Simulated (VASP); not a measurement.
A cell of Pb (fcc) near equilibrium:

```xyz
1
Lattice="0.0000 2.5134 2.5134 2.5134 0.0000 2.5134 2.5134 2.5134 0.0000" Properties=species:S:1:pos:R:3 pbc="T T T"
Pb     0.0000     2.5134     2.5134
```

Level of theory: PBE GGA, VASP's PBE PAW potentials (set 64) (plane waves; VASP).

```json
[
 {"run": "as it is", "ΔE (meV/atom)": "0.0", "σxx": "0.55", "σyy": "0.55", "σzz": "0.55", "largest shear component, with its sign (GPa)": "0.00", "largest force (eV/Å)": "0.000"},
 {"run": "after one change", "ΔE (meV/atom)": "-0.8", "σxx": "-0.06", "σyy": "-0.06", "σzz": "-0.06", "largest shear component, with its sign (GPa)": "0.00", "largest force (eV/Å)": "0.000"}
]
```
Stress is in GPa, positive when the cell is compressed.

**Question.** Name the change that produced these shifts.
A. isotropic strain of +0.5 %
B. biaxial strain of +2.0 % in the yz plane
C. biaxial strain of -2.0 % in the xy plane
D. isotropic strain of +2.0 %

**Answer.** A, isotropic strain of +0.5 %

The compound is Pb in the fcc structure.
